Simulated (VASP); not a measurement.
Here is the system:

```yaml
crystal:
  lattice:
    - [0.00000, 3.01525, 3.01525]
    - [3.01525, 0.00000, 3.01525]
    - [3.01525, 3.01525, 0.00000]
  atoms:
    - { symbol: Al, position: [0.25000, 0.25000, 0.25000] }
    - { symbol: Al, position: [0.75000, 0.75000, 0.75000] }
    - { symbol: Au, position: [0.00000, 0.00000, 0.00000] }
```

Computed with rev-vdW-DF2, VASP's PBE PAW potentials (set 64) (plane waves; VASP). Run with 520 eV cut-off, 10×10×10 Γ-centred mesh, tetrahedra with Blöchl corrections, potentials Al Au.

Unless said otherwise, spin-orbit coupling is left out, though it shifts the bands of the heavy elements here.

Task: Predict the energy per atom (σ→0), band gap (on the k-mesh) with the smallest direct gap where there is one.

Result: 
```json
{
 "band gap (on the k-mesh)": "none (metal, semimetal or under 0.01 eV)",
 "energy per atom (σ→0)": "-2.544 eV/atom"
}
```

Only differences to runs with the same potentials and settings are physical.

The compound is AuAl2 in the fluorite structure. It was relaxed first. The electron count is odd and the run is not spin-polarised, which forces a metal.
